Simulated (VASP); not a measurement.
Consider the following.

```
CELL_PARAMETERS angstrom
      0.00000     3.45727     3.45727
      3.45727     0.00000     3.45727
      3.45727     3.45727     0.00000
ATOMIC_POSITIONS crystal
  Mg 0.25000 0.25000 0.25000
  Mg 0.75000 0.75000 0.75000
  Sn 0.00000 0.00000 0.00000
```

The numbers are results of vdW-DF2, VASP's PBE PAW potentials (set 64) (plane waves; VASP), not measurements. Settings: 520 eV cut-off, Gaussian smearing of 0.050 eV, potentials Mg Sn_d.

Q: Give the energies of bands 7 to 12 at the high-symmetry points, in eV from the Fermi level.

A: 
```tsv
band	Γ	X	U	L	W
7	0.14	-4.28	-3.88	-4.40	-3.50
8	0.14	-1.80	-3.19	-0.65	-3.50
9	0.14	-1.80	-1.50	-0.65	-2.27
10	1.14	-0.24	0.56	0.42	2.85
11	2.26	0.66	2.71	2.46	2.85
12	2.26	7.12	5.26	2.46	2.99
```

It has no gap at this level: it comes out as a metal or semimetal.

Measured: gap 0.36 eV (computed value off by -0.36 eV), as given by Byungki Ryu et al., Journal of the Korean Physical Society (2019), arXiv:1905.06140.

The compound is Mg2Sn in the antifluorite structure. It was relaxed first, which changed the volume by +7 %.
